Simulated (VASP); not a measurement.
Here is the system:

```
CELL_PARAMETERS angstrom
      3.91926     0.00000     0.00000
      0.00000     3.91926     0.00000
      0.00000     0.00000     4.29042
ATOMIC_POSITIONS crystal
  Ba 0.00000 0.00000 0.02009
  Ti 0.50000 0.50000 0.53720
  O  0.50000 0.50000 0.94823
  O  0.00000 0.50000 0.47924
  O  0.50000 0.00000 0.47924
```

Calculation: revPBE GGA, VASP's PBE PAW potentials (set 64) (plane waves; VASP). Numerical set-up: 520 eV cut-off, 6×6×5 Γ-centred mesh, Gaussian smearing of 0.050 eV, potentials Ba_sv Ti_sv O.

**Question.** The ions and cell shape at fixed volume are relaxed. Which structure does the run end with?

**Answer.** 
```
CELL_PARAMETERS angstrom
      3.99229     0.00000     0.00000
      0.00000     3.99229     0.00000
      0.00000     0.00000     4.13490
ATOMIC_POSITIONS crystal
  Ba 0.00000 0.00000 0.00528
  Ti 0.50000 0.50000 0.52425
  O  0.50000 0.50000 0.96748
  O  0.00000 0.50000 0.48349
  O  0.50000 0.00000 0.48349
```
Space group P4mm (99), at a tolerance of 0.03 Å.

**Question.** How much energy does the relaxation gain?

**Answer.** The energy (σ→0) changes by -12.1 meV/atom, in 10 ionic steps.

```csv
step,E(σ→0) (eV),max force (eV/Å),pressure (GPa),volume (Å³)
1,-38.1882,0.960,9.82,65.90
2,-38.2066,0.455,7.29,65.90
3,-38.2108,0.177,8.02,65.90
4,-38.2295,0.167,7.13,65.90
5,-38.2408,0.179,6.00,65.90
6,-38.2459,0.118,5.56,65.90
7,-38.2478,0.098,5.09,65.90
8,-38.2484,0.055,5.24,65.90
9,-38.2484,0.035,5.21,65.90
10,-38.2486,0.009,5.18,65.90
```

The compound is BaTiO3 in the tetragonal perovskite structure. This cell is one point of a volume scan, at 0.94 of the reference volume. Symmetry was kept, so distortions that lower it aren't found.
